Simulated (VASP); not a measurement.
Data:

```
CELL_PARAMETERS angstrom
      1.89881    -3.28883     0.00000
      1.89881     3.28883     0.00000
      0.00000     0.00000     6.22040
ATOMIC_POSITIONS crystal
  Zn 0.66667 0.33333 0.50012
  Zn 0.33333 0.66667 0.00012
  S  0.66667 0.33333 0.87488
  S  0.33333 0.66667 0.37488
```

The numbers are results of AM05 GGA, VASP's PBE PAW potentials (set 64) (plane waves; VASP), not measurements. Settings: 520 eV cut-off, Gaussian smearing of 0.050 eV, potentials Zn S.

### Question
Give the energies of bands 8 to 21 at the high-symmetry points, in eV from the valence-band maximum.

### Answer

```json
[
 {"band": "8", "Γ": "-5.99", "M": "-6.07", "K": "-6.03", "A": "-6.41", "L": "-6.12", "H": "-6.06"},
 {"band": "9", "Γ": "-5.99", "M": "-5.92", "K": "-5.97", "A": "-5.94", "L": "-5.90", "H": "-5.98"},
 {"band": "10", "Γ": "-5.91", "M": "-5.87", "K": "-5.95", "A": "-5.94", "L": "-5.90", "H": "-5.98"},
 {"band": "11", "Γ": "-5.91", "M": "-5.79", "K": "-5.71", "A": "-5.94", "L": "-5.73", "H": "-5.60"},
 {"band": "12", "Γ": "-5.74", "M": "-5.77", "K": "-5.71", "A": "-5.94", "L": "-5.73", "H": "-5.60"},
 {"band": "13", "Γ": "-5.45", "M": "-4.91", "K": "-4.39", "A": "-2.91", "L": "-4.96", "H": "-4.84"},
 {"band": "14", "Γ": "-0.92", "M": "-4.19", "K": "-4.39", "A": "-2.91", "L": "-4.96", "H": "-4.84"},
 {"band": "15", "Γ": "-0.92", "M": "-3.35", "K": "-3.94", "A": "-0.48", "L": "-1.67", "H": "-3.12"},
 {"band": "16", "Γ": "-0.07", "M": "-2.30", "K": "-2.38", "A": "-0.48", "L": "-1.67", "H": "-3.12"},
 {"band": "17", "Γ": "0.00", "M": "-1.73", "K": "-2.38", "A": "-0.48", "L": "-1.66", "H": "-1.38"},
 {"band": "18", "Γ": "0.00", "M": "-0.91", "K": "-2.14", "A": "-0.48", "L": "-1.66", "H": "-1.38"},
 {"band": "19", "Γ": "2.25", "M": "3.61", "K": "4.22", "A": "3.56", "L": "3.52", "H": "4.48"},
 {"band": "20", "Γ": "3.07", "M": "4.25", "K": "5.93", "A": "3.56", "L": "3.52", "H": "4.48"},
 {"band": "21", "Γ": "6.25", "M": "5.09", "K": "5.93", "A": "6.71", "L": "5.17", "H": "6.34"}
]
```

The gap is direct, 2.25 eV, from the valence maximum at Γ to the conduction minimum at Γ.

Measured: gap 3.91 eV (computed value off by -1.66 eV), as given by Mehmet Aras et al., The Journal of Chemical Physics (2014), arXiv:1312.4272.

The compound is ZnS in the wurtzite structure, the high-temperature form. It was relaxed first.
